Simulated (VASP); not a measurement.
Input:

```
Mg2STe
1.0
    2.10494     1.21529     6.93134
   -2.10494     1.21529     6.93134
    0.00000    -2.43057     6.93134
Mg Te S
2 1 1
Direct
  0.99040   0.99040   0.99040
  0.51044   0.51044   0.51044
  0.12245   0.12245   0.12245
  0.62668   0.62668   0.62668
```

All values below come from LDA (Ceperley-Alder, Perdew-Zunger), VASP's LDA PAW potentials (set 64) (plane waves; VASP). Settings: 400 eV cut-off, 7×7×7 Γ-centred mesh, tetrahedra with Blöchl corrections, potentials Mg Te S.

Unless said otherwise, spin-orbit coupling is left out, though it shifts the bands of the heavy elements here.

Question: Tabulate the total density of states (states/eV per cell) against energy (eV; zero at the valence-band maximum or, without a gap, the Fermi level).

Answer: 
```
E (eV) | DOS (states/eV)
    -9.91 | ############################ 4.09
    -9.26 |  0.00
    -8.71 |  0.00
    -8.06 |  0.00
    -7.51 |  0.00
    -6.86 |  0.00
    -6.21 |  0.00
    -5.66 |  0.00
    -5.01 |  0.00
    -4.36 | ######## 1.11
    -3.81 | ################ 2.39
    -3.16 | ############ 1.79
    -2.50 | ############################## 4.41
    -1.96 | ################## 2.72
    -1.31 | ####################### 3.35
    -0.76 | ############ 1.76
    -0.11 | #### 0.63
     0.54 |  0.00
     1.09 |  0.00
     1.74 |  0.04
     2.29 | ### 0.48
     2.94 | ################# 2.48
     3.59 | ########## 1.54
     4.14 | #################### 2.94
     4.79 | ################### 2.84
```
Within 2 eV below the valence-band maximum the largest weight inside VASP's projection spheres is Te p, then S p.

The structure comes from a computed database's Mg2TeS entry (R3m); how it stands against other phases isn't given here. It was relaxed first, which changed the volume by -7 %.
